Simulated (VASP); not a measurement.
Output of a VASP run:

OSZICAR:
```
       N       E                     dE             d eps       ncg     rms          rms(c)
DAV:   1     0.168017788964E+01    0.16802E+01   -0.38672E+03   968   0.709E+02
DAV:   2    -0.143187136623E+01   -0.31120E+01   -0.30334E+01  1080   0.410E+01
DAV:   3    -0.145457488536E+01   -0.22704E-01   -0.22686E-01  1336   0.392E+00
DAV:   4    -0.145462335878E+01   -0.48473E-04   -0.48473E-04  1208   0.140E-01
DAV:   5    -0.145462337587E+01   -0.17091E-07   -0.17131E-07  1216   0.309E-03    0.770E+00
DAV:   6    -0.146311731278E+01   -0.84939E-02   -0.11073E-03  1104   0.312E-01    0.461E+00
DAV:   7    -0.146790388672E+01   -0.47866E-02   -0.23856E-03  1080   0.485E-01    0.529E-02
DAV:   8    -0.146790824188E+01   -0.43552E-05   -0.56522E-05  1056   0.741E-02    0.152E-02
DAV:   9    -0.146790995620E+01   -0.17143E-05   -0.57970E-06  1240   0.242E-02    0.347E-03
DAV:  10    -0.146790899443E+01    0.96177E-06   -0.23169E-06   960   0.121E-02
   1 F= -.14679090E+01 E0= -.14679244E+01  d E =-.146791E+01
       N       E                     dE             d eps       ncg     rms          rms(c)
DAV:   1    -0.146798638465E+01   -0.76428E-04   -0.11593E-03   912   0.287E-01    0.342E-02
DAV:   2    -0.146794411246E+01    0.42272E-04   -0.34652E-05   928   0.536E-02    0.199E-02
DAV:   3    -0.146792402450E+01    0.20088E-04   -0.48796E-05  1008   0.570E-02    0.814E-03
DAV:   4    -0.146792412515E+01   -0.10065E-06   -0.44910E-07   592   0.748E-03
   2 F= -.14679241E+01 E0= -.14679445E+01  d E =-.151307E-04
```

### OUTCAR
```
------------------------ aborting loop because EDIFF is reached ----------------------------------------
  FORCE on cell =-STRESS in cart. coord.  units (eV):
  Direction    XX          YY          ZZ          XY          YZ          ZX
  --------------------------------------------------------------------------------------
  Total       -0.0054842     -0.0054842     -0.0054842      0.0000000     -0.0000000     -0.0000000
  in kB       -0.2203812     -0.2203812     -0.2203812      0.0000000     -0.0000000     -0.0000000
  external PRESSURE =      -0.2203812 kB  Pullay stress =       0.0000000 kB
  volume of cell :       39.87
      direct lattice vectors                 reciprocal lattice vectors
    -0.000000000  2.711473256  2.711473256    -0.184401598  0.184401598  0.184401598
     2.711473256 -0.000000000  2.711473256     0.184401598 -0.184401598  0.184401598
     2.711473256  2.711473256 -0.000000000     0.184401598  0.184401598 -0.184401598
 POSITION                                       TOTAL-FORCE (eV/Angst)
 -----------------------------------------------------------------------------------
      0.00000      0.00000      0.00000         0.000000      0.000000     -0.000000
 -----------------------------------------------------------------------------------
    total drift:                               -0.000000     -0.000000      0.000000
  FREE ENERGIE OF THE ION-ELECTRON SYSTEM (eV)
  ---------------------------------------------------
  free  energy   TOTEN  =        -1.4679241251 eV

  energy  without entropy=       -1.4679852603  energy(sigma->0) =       -1.46794450

 reached required accuracy - stopping structural energy minimisation
```
(Selected blocks of OUTCAR.)

**POSCAR**
```
Yb
1
    0.0000000000     2.7128181539     2.7128181539
    2.7128181539     0.0000000000     2.7128181539
    2.7128181539     2.7128181539    -0.0000000000
Yb
1
Direct
  0.0000000000   0.0000000000   0.0000000000
```

Task: Reconstruct the remaining input files.

Result: One answer among several that fit: the input of the run itself, PBE GGA, plane waves, VASP's PBE PAW potentials (set 64).

**KPOINTS**
```
Automatic mesh
0
Gamma
11 11 11
0 0 0
```

**INCAR**
```
# general
SYSTEM =Yb
PREC   =Accurate
ENCUT  =400
LREAL  =F
LASPH  =T

# electronic loop
EDIFF  =1E-6
NELM   =100
ALGO   =Normal
LMAXMIX=6

# smearing
ISMEAR =1
SIGMA  =0.1

# functional
GGA    =PE

# ions
IBRION =2
NSW    =60
ISIF   =3
EDIFFG =-0.01

# output
LWAVE  =F
LCHARG =F
```

POTCAR, in this order: Yb_2 (PBE.64 set). Program: vasp_std.

The 4f electrons are frozen in the core of the lanthanide potential, so 4f levels, which can set the real gap, and their magnetism are missing.

The compound is Yb in the fcc structure. This run relaxes it. Symmetry was kept, so distortions that lower it aren't found. The start is the result of an earlier pass.
